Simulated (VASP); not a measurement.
Consider the following.

```
Be2C
1.0
    0.00000     2.15853     2.15853
    2.15853     0.00000     2.15853
    2.15853     2.15853     0.00000
Be C
2 1
Cartesian
  1.07926   1.07926   1.07926
  3.23779   3.23779   3.23779
  4.31705   2.15853   2.15853
```

These are PBEsol GGA, VASP's PBE PAW potentials (set 64) (plane waves; VASP 6.6.1) values and carry that method's errors. Settings: 600 eV cut-off, 8×8×8 Γ-centred mesh, Gaussian smearing of 0.050 eV, potentials Be C.

**Question.** What does the run give for the energy per atom (σ→0), band gap (on the k-mesh) with the smallest direct gap where there is one?

**Answer.** 
| Item | Value |
|---|---|
| band gap (on the k-mesh) | 1.06 eV |
| smallest direct gap (on the k-mesh) | 4.10 eV |
| energy per atom (σ→0) | -6.138 eV/atom |

Only differences to runs with the same potentials and settings are physical.

The compound is Be2C in the antifluorite structure. It was relaxed first.
